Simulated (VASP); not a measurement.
## LaBe: relaxation of cell and atoms with PBE

The system is LaBe.

```
La Be
1.0
     0.00000    3.02686    3.02686
     3.02686    0.00000    3.02686
     3.02686    3.02686    0.00000
La Be
1 1
Direct
  0.50000 0.50000 0.50000
  0.00000 0.00000 0.00000
```

The cell was built by a generator and needn't be a form met in nature.

The cell isn't the ideal one: random cell by space group and Wyckoff sites (Fm-3m, No. 225).

```
Program                : VASP 6.6.1
Task                   : relaxation of cell and atoms
Functional             : PBE
Potentials or basis    : VASP PAW PBE potentials, release 64 (La, Be)
Cutoff                 : 600 eV
k mesh                 : 16 × 16 × 16
Occupations            : gaussian, width 0.1 eV
Spin                   : no spin polarisation
Dipole correction      : no
Further INCAR settings : ALGO = Normal; EDIFF = 1e-07; IBRION = 2; EDIFFG = -0.01; NSW = 100; ISIF = 3
```

* Relaxed volume: 27.86 Å³/atom
* Relaxed cell: a = 4.287 Å, b = 4.287 Å, c = 4.287 Å, α = 60.00°, β = 60.00°, γ = 60.00°
* Space group after relaxing (to 0.05 Å): Fm-3m (No. 225)
* Energy gained by relaxing: 0.1 meV/atom
* Ionic steps: 2
* Pressure after relaxing: 0.0 GPa
* Band gap on the k mesh: none (metal or under the smearing width)

Step by step:
| step | energy change (eV) | largest force (eV/Å) | pressure (GPa) | volume (Å³) |
| --- | --- | --- | --- | --- |
| 1 | 0.0000 | 0.0000 | 0.19 | 55.46 |
| 2 | -0.0002 | 0.0000 | 0.03 | 55.73 |

Final structure:
```cif
data_structure
_symmetry_space_group_name_H-M 'P 1'
_symmetry_Int_Tables_number 1
_cell_length_a 4.2874
_cell_length_b 4.2874
_cell_length_c 4.2874
_cell_angle_alpha 60.000
_cell_angle_beta 60.000
_cell_angle_gamma 60.000
_cell_volume 55.73
loop_
_atom_site_label
_atom_site_type_symbol
_atom_site_fract_x
_atom_site_fract_y
_atom_site_fract_z
_atom_site_occupancy
La1 La 0.50000 0.50000 0.50000 1
Be1 Be 0.00000 0.00000 0.00000 1
```

Levels at points of the mesh, in eV from the Fermi level:
```
           k point  band 3  band 4  band 5  band 6  band 7  band 8  band 9  band 10
(0.00, 0.00, 0.00)  -16.03  -16.03   -4.65    1.39    1.39    1.39    1.56     1.56
(0.50, 0.00, 0.00)  -16.08  -16.08   -2.14   -1.59   -0.22   -0.22    1.81     2.01
(0.50, 0.50, 0.00)  -16.20  -16.20   -3.31   -0.31    0.43    1.35    1.35     2.09
```

Run time: 3.4 min on 1 thread of Intel(R) Xeon(R) Platinum 8488C (Sapphire Rapids) (shared host), peak memory 0.33 GiB.

The run has no spin-orbit coupling, so splittings on La are missing.
